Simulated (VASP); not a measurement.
## ScSi (relaxed from the wurtzite structure, space group P6_3/mmc): computed properties

Level of theory: r2SCAN meta-GGA, VASP's PBE PAW potentials (set 64) (plane waves; VASP).

```json
{
  "space_group": "P6_3/mmc (194)",
  "cell": "a = b = 4.731 Å, c = 5.339 Å, α = β = 90.00°, γ = 120.00°",
  "volume_per_atom": "25.87 Å³/atom",
  "band gap (over mesh and band path)": "none (metal, semimetal or under 0.01 eV)",
  "density": "2.34 g/cm³"
}
```

```xyz
4
Lattice="4.7309 0.0000 0.0000 -2.3654 4.0971 0.0000 0.0000 0.0000 5.3391" Properties=species:S:1:pos:R:3 pbc="T T T"
Sc     0.0000     2.7314     5.0054
Sc     2.3654     1.3657     2.3359
Si     0.0000     2.7314     2.3359
Si     2.3654     1.3657     5.0054
```

The structure was generated: ScSi was put into the wurtzite type (P6_3mc), which need not be its known phase. It was relaxed first, which changed the volume by -24 %. The relaxed cell has space group P6_3/mmc. Symmetry was kept, so distortions that lower it aren't found.
